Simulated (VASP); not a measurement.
Here is the system:

```yaml
crystal:
  lattice:
    - [0.00000, 2.51747, 2.51747]
    - [2.51747, 0.00000, 2.51747]
    - [2.51747, 2.51747, 0.00000]
  atoms:
    - { symbol: Hf, position: [0.00000, 0.00000, 0.00000] }
    - { symbol: O, position: [0.25000, 0.25000, 0.25000] }
    - { symbol: O, position: [0.75000, 0.75000, 0.75000] }
```

Level of theory: vdW-DF-cx, VASP's PBE PAW potentials (set 64) (plane waves; VASP 6.6.1). Settings: 520 eV cut-off, 8×8×8 Γ-centred mesh, Gaussian smearing of 0.050 eV, potentials Hf_pv O.

Question: Give the energy at these volumes per atom, relative to the lowest: 9.99, 10.31, 10.63, 10.94, 11.26 Å³.

Answer: 36.9, 9.0, 0.0, 7.1, 28.0 meV/atom. A third-order Birch-Murnaghan fit gives B0 = 268 GPa and B0′ = 4.3.

The compound is HfO2 in the fluorite structure, the high-temperature cubic form, which is unstable at 0 K; the monoclinic form is the stable one. It was relaxed first.
